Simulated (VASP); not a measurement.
The system is As.

```xyz
2
Lattice="1.8808 1.0859 3.5141 -1.8808 1.0859 3.5141 0.0000 -2.1718 3.5141" Properties=species:S:1:pos:R:3 pbc="T T T"
As    0.0000    0.0000    8.1597
As    0.0000    0.0000    2.3825
```

- Program: VASP 6.6.1
- Task: relaxation of cell and atoms
- Functional: rev-vdW-DF2
- Potentials or basis: VASP PAW PBE potentials, release 64 (As)
- Cutoff: 600 eV
- k mesh: 12 × 12 × 12
- Occupations: methfessel-paxton, width 0.1 eV
- Spin: no spin polarisation

At the start: pressure 3.4 GPa; volume 21.53 Å³/atom.

Task: How do energy, volume and symmetry change on relaxing?

Result: Over 10 steps the energy falls by 13.7 meV/atom and the volume is 21.96 Å³/atom (+2.0 %); space group R-3m (No. 166, to 0.05 Å).

Step by step:
```
step  energy change (eV)  largest force (eV/Å)  pressure (GPa)  volume (Å³)
   1              0.0000                0.5738            3.41        43.06
   2             -0.0102                0.2850           -2.71        45.98
   3             -0.0253                0.0664           -0.24        44.66
   4             -0.0253                0.0759           -0.18        44.63
   5             -0.0260                0.0501           -0.09        44.47
   6             -0.0266                0.0121            0.12        44.09
   7             -0.0271                0.0255           -0.03        44.08
   8             -0.0272                0.0391           -0.19        44.06
   9             -0.0273                0.0237            0.16        43.82
  10             -0.0274                0.0014            0.02        43.92
```

Final structure:
```
As
1.0
     1.90907    1.10220    3.47874
    -1.90907    1.10220    3.47874
     0.00000   -2.20440    3.47874
As
2
Direct
  0.77117 0.77117 0.77117
  0.22883 0.22883 0.22883
```

Caveat: the PAW data sets were made with another functional, which shifts forces and pressure a little.
